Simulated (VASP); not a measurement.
Level of theory: PBEsol GGA, VASP's PBE PAW potentials (set 64) (plane waves; VASP).

A VASP calculation is set up with these files.

KPOINTS:
```
Automatic mesh
0
gamma
 6 6 12
0 0 0
```

### INCAR
```
SYSTEM = Ir3Pd
PREC = Accurate
ENCUT = 400
EDIFF = 1E-6
NELM = 100
ALGO = Normal
LREAL = .FALSE.
LASPH = .TRUE.
ISMEAR = 1
SIGMA = 0.1
GGA = PS
LMAXMIX = 6
LWAVE = .FALSE.
LCHARG = .FALSE.
IBRION = 2
ISIF = 3
NSW = 60
EDIFFG = -0.02
```

### POSCAR
```
Ir3Pd
1
    0.0143540411     3.8366599411     3.8425666422
    3.8366599411     0.0143540411     3.8425666422
    1.9255069911     1.9255069911    -0.0000000000
Pd Ir
1 3
Direct
  0.0000000000   0.0000000000   0.0000000000
  0.0000000000   0.5000000000   0.0000000000
  0.5000000000   0.0000000000   0.0000000000
  0.5000000000   0.5000000000   0.0000000000
```

POTCAR, in this order: Pd Ir (PBE.64 set). Program: vasp_std.

What will the output report for the number of irreducible k-points (NKPTS), number of bands (NBANDS), largest plane-wave count, number of space-group operations, FFT grid (NGX, NGY, NGZ)?

```
Property                                      Result
--------------------------------------  ------------
number of irreducible k-points (NKPTS)            88
number of bands (NBANDS)                          22
largest plane-wave count                        1047
number of space-group operations                   8
FFT grid (NGX, NGY, NGZ)                36 × 36 × 18
```

The structure was generated: Ir3Pd was put into an ordered model structure (Cmmm), which need not be its known phase. This run relaxes it. Symmetry was kept, so distortions that lower it aren't found. The start is the result of an earlier pass. The electron count is odd and the run is not spin-polarised, which forces a metal. VASP warned that the highest band is occupied, so more bands are needed.
